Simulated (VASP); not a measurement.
# CoSi2Se4 (C2/m) in VASP: reference runs

How does CoSi2Se4 come out in PBE? The cell is run as given, then over a range of volumes.

Program: VASP 6.6.1. These are calculated values, not measurements. Logs are shortened: lines on timing, memory, paths and dates and some standing lists are left out, and cuts for length are marked.

## Step 1: Starting point

The structure is monoclinic, space group C2/m (No. 12). The conventional cell has a = 13.371 Å, b = 3.603 Å, c = 6.265 Å, α = 90.00°, β = 116.80°, γ = 90.00°. Se (site symmetry m) has 1 Co at 2.46 Å and 3 Si at 2.52 to 2.54 Å as nearest neighbours. Around Se (site symmetry m) lie 2 Co at 2.45 Å and 3 Si at 2.72 Å. Around Co (site symmetry 2/m) lie 6 Se at 2.45 to 2.46 Å. Around Si (site symmetry m) lie 6 Se at 2.52 to 2.72 Å.

The cell comes from a database or a generator and needn't be the stable form of this composition.

## Step 2: Single point, PBE, collinear spin, ferromagnetic start

INCAR

```
ALGO = Normal ; EDIFF = 1E-7
ENCUT = 520 ; GGA = PE
ISIF = 2 ; ISMEAR = -1
ISPIN = 2 ; LASPH = True
LCHARG = False ; LMAXMIX = 4
LORBIT = 11 ; LREAL = False
LWAVE = False ; MAGMOM = 0 0 0 0 2 0 0
NBANDS = 34 ; NELM = 150
PREC = Accurate ; SIGMA = 0.05
```

KPOINTS

```
k-points
0
Gamma
  8 8 5
```

POSCAR

```
CoSi2Se4
1.0
    6.6856630000     -1.8016410000      0.0000000000
    6.6856630000      1.8016410000      0.0000000000
   -2.8248560000      0.0000000000      5.5918680000
Se Co Si
4 1 2
Direct
    0.1167370000      0.1167370000      0.4366250000
    0.8832630000      0.8832630000      0.5633750000
    0.3811150000      0.3811150000      0.0254230000
    0.6188850000      0.6188850000      0.9745770000
    0.0000000000      0.0000000000      0.0000000000
    0.2637490000      0.2637490000      0.2846190000
    0.7362510000      0.7362510000      0.7153810000
```

Potentials or basis: VASP PAW PBE potentials, release 64 (Se, Co, Si).

Launch:

```bash
$ cat potpaw_PBE.64/Se/POTCAR potpaw_PBE.64/Co/POTCAR potpaw_PBE.64/Si/POTCAR > POTCAR
$ mpirun -np 1 vasp_std > vasp.out
```

OUTCAR:

```text
EDIFF = 1E-7
   ENCUT = 520
   GGA = PE
   ISIF = 2
   ISMEAR = -1
   ISPIN = 2
   LASPH = True
   LORBIT = 11
   LREAL = False
   NELM = 150
   PREC = Accurate

 ion  position               nearest neighbor table
   1  0.117  0.117  0.437-   5 2.46   7 2.52   7 2.52   6 2.54
   2  0.883  0.883  0.563-   5 2.46   6 2.52   6 2.52   7 2.54
   3  0.381  0.381  0.025-   5 2.45   5 2.45   7 2.72   7 2.72   6 2.72
   4  0.619  0.619  0.975-   5 2.45   5 2.45   6 2.72   6 2.72   7 2.72
   5  0.000  0.000  0.000-   4 2.45   4 2.45   3 2.45   3 2.45   1 2.46   2 2.46
   6  0.264  0.264  0.285-   2 2.52   2 2.52   1 2.54   4 2.72   4 2.72   3 2.72
   7  0.736  0.736  0.715-   1 2.52   1 2.52   2 2.54   3 2.72   3 2.72   4 2.72

  LATTYP: Found a base centered monoclinic cell.
 ALAT       =    13.3713260000
 B/A-ratio  =     0.2694782851
 C/A-ratio  =     0.4685314085
 COS(beta)  =    -0.4509030025

  Lattice vectors:

 A1 = (   6.6856630000,  -1.8016410000,   0.0000000000)
 A2 = (   6.6856630000,   1.8016410000,   0.0000000000)
 A3 = (  -2.8248560000,   0.0000000000,   5.5918680000)

Analysis of symmetry for initial positions (statically):
=====================================================================
 Subroutine PRICEL returns:
 Original cell was already a primitive cell.

 Routine SETGRP: Setting up the symmetry group for a
 base centered monoclinic supercell.

 Subroutine GETGRP returns: Found  4 space group operations
 (whereof  4 operations were pure point group operations)
 out of a pool of  4 trial point group operations.

The static configuration has the point symmetry C_2h.

Analysis of symmetry for dynamics (positions and initial velocities):
=====================================================================
 Subroutine PRICEL returns:
 Original cell was already a primitive cell.

 Routine SETGRP: Setting up the symmetry group for a
 base centered monoclinic supercell.

 Subroutine GETGRP returns: Found  4 space group operations
 (whereof  4 operations were pure point group operations)
 out of a pool of  4 trial point group operations.

The dynamic configuration has the point symmetry C_2h.

Analysis of structural, dynamic, and magnetic symmetry:
=====================================================================
 Subroutine PRICEL returns:
 Original cell was already a primitive cell.

 Routine SETGRP: Setting up the symmetry group for a
 base centered monoclinic supercell.

 Subroutine GETGRP returns: Found  4 space group operations
 (whereof  4 operations were pure point group operations)
 out of a pool of  4 trial point group operations.

The overall configuration has the point symmetry C_2h.

 Subroutine INISYM returns: Found  4 space group operations
 (whereof  4 operations are pure point group operations),
 and found     1 'primitive' translations

----------------------------------------------------------------------------------------

                                     Primitive cell

  volume of cell :     134.7099

  direct lattice vectors                    reciprocal lattice vectors
     6.685663000 -1.801641000  0.000000000     0.074786898 -0.277524768  0.037780259
     6.685663000  1.801641000  0.000000000     0.074786898  0.277524768  0.037780259
    -2.824856000  0.000000000  5.591868000     0.000000000  0.000000000  0.178831117

  length of vectors
     6.924160602  6.924160602  6.264886204     0.289897266  0.289897266  0.178831117

  position of ions in fractional coordinates (direct lattice)
     0.116737000  0.116737000  0.436625000
     0.883263000  0.883263000  0.563375000
     0.381115000  0.381115000  0.025423000
     0.618885000  0.618885000  0.974577000
     0.000000000  0.000000000  0.000000000
     0.263749000  0.263749000  0.284619000
     0.736251000  0.736251000  0.715381000

  ion indices of the primitive-cell ions
   primitive index   ion index
                 1           1
                 2           2
                 3           3
                 4           4
                 5           5
                 6           6
                 7           7

----------------------------------------------------------------------------------------

 KPOINTS: k-points

Automatic generation of k-mesh.
 Grid dimensions read from file:
 generate k-points for:    8    8    5

 Generating k-lattice:

  Cartesian coordinates                     Fractional coordinates (reciprocal lattice)
     0.009348362 -0.034690596  0.004722532     0.125000000 -0.000000000  0.000000000
     0.009348362  0.034690596  0.004722532    -0.000000000  0.125000000  0.000000000
     0.000000000  0.000000000  0.035766223     0.000000000  0.000000000  0.200000000

  Length of vectors
     0.036237158  0.036237158  0.035766223

  Shift w.r.t. Gamma in fractional coordinates (k-lattice)
     0.000000000  0.000000000  0.000000000

 Subroutine IBZKPT returns following result:
 ===========================================

 Found     93 irreducible k-points:

 Following reciprocal coordinates:
            Coordinates               Weight
  0.000000  0.000000  0.000000      1.000000
  0.125000  0.000000  0.000000      4.000000
  0.250000  0.000000  0.000000      4.000000
  0.375000  0.000000  0.000000      4.000000
  0.500000  0.000000  0.000000      2.000000
  0.125000  0.125000  0.000000      2.000000
[... 16 lines left out ...]
  0.125000  0.000000  0.200000      4.000000
  0.250000  0.000000  0.200000      4.000000
 [... further k-points ...]
   k-points           NKPTS =     93   k-points in BZ     NKDIM =     93   number of bands    NBANDS=     34
   number of dos      NEDOS =    301   number of ions     NIONS =      7
   total plane-waves  NPLWV = 139968
   dimension x,y,z NGX =    54 NGY =   54 NGZ =   48
   dimension x,y,z NGXF=   108 NGYF=  108 NGZF=   96
   ions per type =               4   1   2
   NGX,Y,Z   is equivalent  to a cutoff of  12.97, 12.97, 12.74 a.u.
   NGXF,Y,Z  is equivalent  to a cutoff of  25.93, 25.93, 25.47 a.u.
 SYSTEM =  unknown system
   PREC   = accura    normal or accurate (medium, high low for compatibility)
   ISTART =      0    job   : 0-new  1-cont  2-samecut
   ICHARG =      2    charge: 1-file 2-atom 10-const
   ISPIN  =      2    spin polarized calculation?
   LNONCOLLINEAR =      F non collinear calculations
   LSORBIT =      F    spin-orbit coupling
   LASPH  =      T    aspherical Exc in radial PAW
   ENCUT  =  520.0 eV  38.22 Ry    6.18 a.u.  12.87 12.87 11.65*2*pi/ulx,y,z
   NELM   =    150;   NELMIN=  2; NELMDL= -5     # of ELM steps
   EDIFF  = 0.1E-06   stopping-criterion for ELM
   LREAL  =      F    real-space projection
   EDIFFG = 0.1E-05   stopping-criterion for IOM
   NSW    =      0    number of steps for IOM
   IBRION =     -1    ionic relax: 0-MD 1-quasi-New 2-CG
   NFREE  =      0    steps in history (QN), initial steepest desc. (CG)
   ISIF   =      2    stress and relaxation
   ISYM   =      2    0-nonsym 1-usesym 2-fastsym
   POTIM  = 0.5000    time-step for ionic-motion
   TEBEG  =    0.0;   TEEND  =   0.0 temperature during run
   PSTRESS=    0.0 pullay stress
   NELECT =      41.0000    total number of electrons
   NUPDOWN=      -1.0000    fix difference up-down
   EMIN   =  10.00;   EMAX   =-10.00  energy-range for DOS
   EFERMI =   0.00;   METHOD = LEGACY
   ISMEAR =    -1;   SIGMA  =   0.05  broadening in eV -4-tet -1-fermi 0-gaus
   EFERMI_NEDOS =   21; number of points for ismear=-14 and -15
   IALGO  =     38    algorithm
   IMIX   =      4    mixing-type and parameters
     AMIX     =   0.40;   BMIX     =  1.00
     AMIX_MAG =   1.60;   BMIX_MAG =  1.00
  volume/ion in A,a.u.               =      19.24       129.87
  Fermi-wavevector in a.u.,A,eV,Ry     =   1.101209  2.080982 16.499244  1.212660
  Thomas-Fermi vector in A             =   2.237632
   LORBIT       =     11    0 simple, 1 ext, 2 COOP (PROOUT), +10 PAW based schemes
   GGA     = PE    functional components
   LHFCALC =     F    Hartree Fock is set to
   AEXX    =    0.0000 exact exchange contribution
   IVDW    =     0    specifies the selected vdW correction
   LEPSILON=     F    determine dielectric tensor
   LRPA    =     F    only Hartree local field effects (RPA)
 spin polarized calculation
  energy-cutoff  :      520.00
  volume of cell :      134.71
 maximum number of plane-waves:      3660
 NGX is ok and might be reduce to    54
   NGX = 25   NGY = 25   NGZ = 23

 number of electron      41.0000000 magnetization       0.1451615

 Free energy of the ion-electron system (eV)
  ---------------------------------------------------
  ext. energy  EPLUGINS =         0.00000000
  ---------------------------------------------------
  free energy    TOTEN  =       -32.56596167 eV

  energy without entropy =      -32.53903963  energy(sigma->0) =      -32.55250065

 E-fermi :   6.0047     XC(G=0): -10.2513

 val. band max:        6.0031293848   @ k =   0.3750   0.0000   0.2000
 cond. band min:       6.0058978789   @ k =  -0.2500   0.1250   0.0000
 fundamental gap:      0.0027684942
 Fermi energy:         6.0046623687

 spin component 1

 k-point     1 :       0.0000    0.0000    0.0000
  band No.  band energies     occupation
      1      -9.4762      1.00000
      2      -7.6903      1.00000
      3      -7.4119      1.00000
      4      -7.1900      1.00000
      5      -2.4864      1.00000
      6      -2.3728      1.00000
[... 24 lines left out ...]
     31      12.3485      0.00000
     32      13.2261      0.00000

 k-point     2 :       0.1250    0.0000    0.0000
  band No.  band energies     occupation
      1      -9.3339      1.00000
      2      -7.6423      1.00000
      3      -7.3437      1.00000
      4      -7.1443      1.00000
      5      -2.4161      1.00000
      6      -2.2107      1.00000
[... 24 lines left out ...]
     31      12.3308      0.00000
     32      12.4490      0.00000
[... 733 lines left out ...]
     31      12.2034      0.00000
     32      12.3501      0.00000

 k-point    24 :       0.2500    0.0000    0.2000
  band No.  band energies     occupation
      1      -8.7477      1.00000
      2      -7.7097      1.00000
      3      -7.3689      1.00000
      4      -7.0081      1.00000
      5      -2.2271      1.00000
      6      -1.6433      1.00000
[... 24 lines left out ...]
     31      12.0339      0.00000
     32      12.8108      0.00000

 [... further k-points ...]

 spin component 2

 k-point     1 :       0.0000    0.0000    0.0000
  band No.  band energies     occupation
      1      -9.4771      1.00000
      2      -7.6930      1.00000
      3      -7.4120      1.00000
      4      -7.1908      1.00000
      5      -2.4851      1.00000
      6      -2.3710      1.00000
[... 24 lines left out ...]
     31      12.3587      0.00000
     32      13.2413      0.00000

 k-point     2 :       0.1250    0.0000    0.0000
  band No.  band energies     occupation
      1      -9.3348      1.00000
      2      -7.6449      1.00000
      3      -7.3440      1.00000
      4      -7.1450      1.00000
      5      -2.4146      1.00000
      6      -2.2088      1.00000
[... 24 lines left out ...]
     31      12.3390      0.00000
     32      12.4594      0.00000
[... 733 lines left out ...]
     31      12.2135      0.00000
     32      12.3587      0.00000

 k-point    24 :       0.2500    0.0000    0.2000
  band No.  band energies     occupation
      1      -8.7490      1.00000
      2      -7.7116      1.00000
      3      -7.3698      1.00000
      4      -7.0084      1.00000
      5      -2.2249      1.00000
      6      -1.6423      1.00000
[... 24 lines left out ...]
     31      12.0444      0.00000
     32      12.8135      0.00000

 [... further k-points ...]

 [bands above 32 left out]

------------------------ aborting loop because EDIFF is reached ----------------------------------------

  FORCE on cell =-STRESS in cart. coord.  units (eV):
  Direction    XX          YY          ZZ          XY          YZ          ZX
  --------------------------------------------------------------------------------------
  -------------------------------------------------------------------------------------
  Total       -0.4943541     -0.2062283     -0.1441740      0.0000000      0.0000000     -0.1230139
  in kB       -5.8796178     -2.4527832     -1.7147380      0.0000000      0.0000000     -1.4630699
  external PRESSURE =      -3.3490464 kB  Pullay stress =       0.0000000 kB

 VOLUME and BASIS-vectors are now :
 -----------------------------------------------------------------------------
  energy-cutoff  :      520.00
  volume of cell :      134.71
      direct lattice vectors                 reciprocal lattice vectors
     6.685663000 -1.801641000  0.000000000     0.074786898 -0.277524768  0.037780259
     6.685663000  1.801641000  0.000000000     0.074786898  0.277524768  0.037780259
    -2.824856000  0.000000000  5.591868000     0.000000000  0.000000000  0.178831117

 POSITION                                       TOTAL-FORCE (eV/Angst)
 -----------------------------------------------------------------------------------
      0.32753      0.00000      2.44155         0.036312     -0.000000      0.031222
     10.21894      0.00000      3.15032        -0.036312     -0.000000     -0.031222
      5.02420      0.00000      0.14216        -0.044624     -0.000000      0.037164
      5.52227      0.00000      5.44971         0.044624     -0.000000     -0.037164
      0.00000      0.00000      0.00000         0.000000      0.000000      0.000000
      2.72267      0.00000      1.59155         0.009041     -0.000000      0.043784
      7.82380      0.00000      4.00032        -0.009041     -0.000000     -0.043784
 -----------------------------------------------------------------------------------
    total drift:                               -0.000000     -0.000000      0.000000

  FREE ENERGIE OF THE ION-ELECTRON SYSTEM (eV)
  ---------------------------------------------------
  free  energy   TOTEN  =       -32.5659616732 eV

  energy  without entropy=      -32.5390396321  energy(sigma->0) =      -32.55250065

 total charge

# of ion       s       p       d       tot
------------------------------------------
    1        1.473   2.305   0.059   3.838
    2        1.473   2.305   0.059   3.838
    3        1.477   2.260   0.059   3.796
    4        1.477   2.260   0.059   3.796
    5        0.364   0.402   7.419   8.186
    6        0.868   0.620   0.000   1.488
    7        0.868   0.620   0.000   1.488
--------------------------------------------------
tot          8.001  10.773   7.655  26.430

 magnetization (x)

# of ion       s       p       d       tot
------------------------------------------
    1        0.001  -0.004   0.000  -0.003
    2        0.001  -0.004   0.000  -0.003
    3        0.001  -0.002   0.000  -0.001
    4        0.001  -0.002   0.000  -0.001
    5        0.000   0.001   0.149   0.150
    6       -0.003   0.002   0.000  -0.000
    7       -0.003   0.002   0.000  -0.000
--------------------------------------------------
tot         -0.003  -0.007   0.150   0.141
```

It took 28 min on 1 thread of Intel Xeon 6975P-C (Granite Rapids), shared host; peak memory 0.92 GiB.

What came out:

* Free energy: -32.5660 eV
* Pressure: -0.3 GPa
* Largest force: 0.058 eV/Å
* Band gap on the k mesh: none (metal or under the smearing width)
* Net moment: 0.15 μB per cell
* Site moments: Se -0.00; Co +0.15; Si -0.00 μB
* Valence electrons inside the program's atomic spheres: Se 3.84, 3.80; Co 8.19; Si 1.49

Forces in eV/Å, atoms in the order of the input:
```
Se   0.036  0.000  0.031
Se  -0.036  0.000 -0.031
Se  -0.045  0.000  0.037
Se   0.045  0.000 -0.037
Co   0.000  0.000  0.000
Si   0.009  0.000  0.044
Si  -0.009  0.000 -0.044
```

Stress tensor (GPa, compression positive):
```
-0.59  0.00 -0.15
 0.00 -0.25  0.00
-0.15  0.00 -0.17
```

With open d or f shells a metallic result of PBE can be an artefact of self-interaction; +U or a hybrid may open a gap.

## Step 3: Equation of state, PBE, collinear spin, ferromagnetic start, 18.09 Å³/atom (volume scaled by 0.94)

INCAR

```
PREC     = Accurate       # precision mode
ENCUT    = 520            # plane-wave cutoff, eV
EDIFF    = 1E-7           # SCF threshold, eV
ISMEAR   = -1             # smearing method
SIGMA    = 0.05           # smearing width, eV
LREAL    = F              # projectors in reciprocal space
LASPH    = T              # aspherical terms in the spheres
NELM     = 150            # most SCF steps
ALGO     = Normal         # electronic algorithm
ISIF     = 2              # what is computed and relaxed
LWAVE    = F              # write WAVECAR
LCHARG   = F              # write CHGCAR
ISPIN    = 2              # spin polarisation
MAGMOM   = 0 0 0 0 2 0 0  # initial moments
LORBIT   = 11             # projections on sites
LMAXMIX  = 4              # l up to which the mixer works
GGA      = PE             # functional
NBANDS   = 34             # bands
```

KPOINTS

```
regular mesh
0
Gamma
  8 8 5
```

Edit POSCAR of step 2 so:

```diff
@@ -2,5 +2,5 @@
 1.0
-    6.6856630000     -1.8016410000      0.0000000000
-    6.6856630000      1.8016410000      0.0000000000
-   -2.8248560000      0.0000000000      5.5918680000
+    6.5491826024     -1.7648624965      0.0000000000
+    6.5491826024      1.7648624965      0.0000000000
+   -2.7671896967      0.0000000000      5.4777162146
 Se Co Si
```

Potentials or basis: VASP PAW PBE potentials, release 64 (Se, Co, Si).

Launch:

```bash
$ cat potpaw_PBE.64/Se/POTCAR potpaw_PBE.64/Co/POTCAR potpaw_PBE.64/Si/POTCAR > POTCAR
$ mpirun -np 1 vasp_std > vasp.out
```

Run time: 22 min. Hardware: 1 thread of Intel Xeon 6975P-C (Granite Rapids), shared host; peak memory 0.85 GiB.

It converged, with:

* Free energy: -32.4498 eV
* Pressure: 5.2 GPa
* Largest force: 0.337 eV/Å
* Band gap on the k mesh: none (metal or under the smearing width)
* Net moment: 0.00 μB per cell
* Valence electrons inside the program's atomic spheres: Se 3.88, 3.83; Co 8.31; Si 1.51

Caveat: the starting moments collapsed, and a magnetic state may lie lower.

## Step 4: Equation of state, PBE, collinear spin, ferromagnetic start, 18.47 Å³/atom (volume scaled by 0.96)

INCAR

```
SYSTEM = CoSi2Se4
PREC     = Accurate       ! precision mode
ENCUT    = 520            ! plane-wave cutoff, eV
EDIFF    = 1E-7           ! SCF threshold, eV
ISMEAR   = -1             ! smearing method
SIGMA    = 0.05           ! smearing width, eV
LREAL    = .False.        ! projectors in reciprocal space
LASPH    = .True.         ! aspherical terms in the spheres
NELM     = 120            ! most SCF steps
ALGO     = Normal         ! electronic algorithm
ISIF     = 2              ! what is computed and relaxed
LWAVE    = .False.        ! write WAVECAR
LCHARG   = .False.        ! write CHGCAR
ISPIN    = 2              ! spin polarisation
MAGMOM   = 0 0 0 0 2 0 0  ! initial moments
LORBIT   = 11             ! projections on sites
LMAXMIX  = 4              ! l up to which the mixer works
GGA      = PE             ! functional
NBANDS   = 34             ! bands
```

KPOINTS

```
regular mesh
0
Gamma
  8 8 5
  0 0 0
```

Edit POSCAR of step 3 so:

```diff
@@ -2,5 +2,5 @@
 1.0
-    6.5491826024     -1.7648624965      0.0000000000
-    6.5491826024      1.7648624965      0.0000000000
-   -2.7671896967      0.0000000000      5.4777162146
+    6.5953051262     -1.7772915151      0.0000000000
+    6.5953051262      1.7772915151      0.0000000000
+   -2.7866775902      0.0000000000      5.5162929519
 Se Co Si
```

Launch:

```bash
$ cat potpaw_PBE.64/Se/POTCAR potpaw_PBE.64/Co/POTCAR potpaw_PBE.64/Si/POTCAR > POTCAR
$ mpirun -np 1 vasp_std > vasp.out
```

Run time: 29 min. Hardware: 1 thread of Intel Xeon 6975P-C (Granite Rapids), shared host; peak memory 0.91 GiB.

Results (log left out):

- Free energy: -32.5203 eV
- Pressure: 3.2 GPa
- Largest force: 0.233 eV/Å
- Band gap on the k mesh: none (metal or under the smearing width)
- Net moment: 0.00 μB per cell
- Valence electrons inside the program's atomic spheres: Se 3.87, 3.82; Co 8.27; Si 1.50

Caveat: the starting moments collapsed, and a magnetic state may lie lower.

(Continued in part 2 of 2.)
